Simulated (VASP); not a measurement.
# Bulk modulus of diamond and zinc-blende semiconductors: measurement against r2SCAN

Computed values from VASP (plane waves, PAW); cells keep the symmetry of their structure type. Static lattice, from a third-order Birch-Murnaghan fit over five volumes at each level.

Here x stands for r2SCAN B0 and y for measured B0.

| solid | r2SCAN B0 (GPa) | measured B0 (GPa) | cut-off (eV) | basis of the measured value |
|---|---|---|---|---|
| InAs | 56.9 | 58.6 | 520 | 0 K, zero-point corrected |
| Ge | 70.3 | 77.3 | 520 | 0 K, zero-point corrected |
| GaAs | 72.7 | 76.7 | 520 | 0 K, zero-point corrected |
| GaP | 88.3 | 89.6 | 520 | 0 K, zero-point corrected |
| Si | 97.5 | 100.8 | 520 | 0 K, zero-point corrected |
| BN | 390.0 | ? | 520 | 0 K, zero-point corrected |

Fit y against x with a straight line, and predict the withheld value at x = 390.0.

With u = x - 77, the rows have u = -20.100, -6.700, -4.300, 11.300, 20.500. Means: u 0.14000, y 80.60. About the means, the sum of products is 996.88 and the sum of squares of u is 1015.2; the slope is their ratio. Least squares gives y = 80.46 + 0.9819·u. Residuals (row less fit): -2.12, 3.42, 0.46, -1.96, 0.21; standard error 2.60 (degrees of freedom: 3). The slope is 0.982 with a standard error of 0.082. Before the fit, r2SCAN less measured has mean -3.46, mean absolute 3.46 and median absolute 3.30 GPa over these 5 rows. At the withheld row, u = 313.000, so y = 80.46 + 0.9819 × 313.000 = 387.79 GPa. The measured value is 410.2 GPa, 22.41 GPa above the prediction (6.4 % of the range of y in the table). The row lies outside the fitted rows, so this is an extrapolation. From the scatter of the fitted rows alone, a prediction at this place has a standard error of 25.69 GPa, so the miss is 0.9 times that.

Plain r2SCAN misses this row by -20.2 GPa. The rows are a random draw of 6 from the 12 solids that have both values on this basis (zero-point corrected by the source), of 22 computed in this series. Not drawn: V to Ni and open 4f shells, rows kept for tests, unfit runs, cells that left their space group, values derived or compiled from fits, values whose temperature is given only as extrapolated, encyclopaedia, home-page and unnamed sources, sources from 2025 on. Measured values as quoted by these papers, many of them computational: InAs Daniel Mejia-Rodriguez et al., Physical Review B (2018), arXiv:1807.09216; Ge Tanner et al., (2021), arXiv:2110.11888; GaAs Daniel Mejia-Rodriguez et al., Physical Review B (2018), arXiv:1807.09216; GaP Daniel Mejia-Rodriguez et al., Physical Review B (2018), arXiv:1807.09216; Si Jianwei Sun et al., Physical Review B (2011), doi:10.1103/physrevb.84.035117; BN Daniel Mejia-Rodriguez et al., Physical Review B (2018), arXiv:1807.09216.
